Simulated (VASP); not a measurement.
Here is the system:

```xyz
1
Lattice="-2.1589 2.1589 2.1589 2.1589 -2.1589 2.1589 2.1589 2.1589 -2.1589" Properties=species:S:1:pos:R:3 pbc="T T T"
Eu     0.0000     0.0000     0.0000
```

Calculation: MS2 meta-GGA, VASP's PBE PAW potentials (set 64) (plane waves; VASP). Run with 520 eV cut-off, 13×13×13 Γ-centred mesh, tetrahedra with Blöchl corrections, potentials Eu_2.

The 4f electrons are frozen in the core of the lanthanide potential, so 4f levels, which can set the real gap, and their magnetism are missing.

Give the energies of bands 4 to 7 at the high-symmetry points, in eV from the Fermi level.

```csv
band,Γ,H,N,P
4,-3.96,-0.63,-1.21,0.74
5,2.73,-0.63,1.13,0.74
6,2.73,5.86,1.52,0.74
7,2.73,5.86,4.55,5.05
```

It has no gap at this level: it comes out as a metal or semimetal.

The compound is Eu in the bcc structure. It was relaxed first, which changed the volume by -16 %.
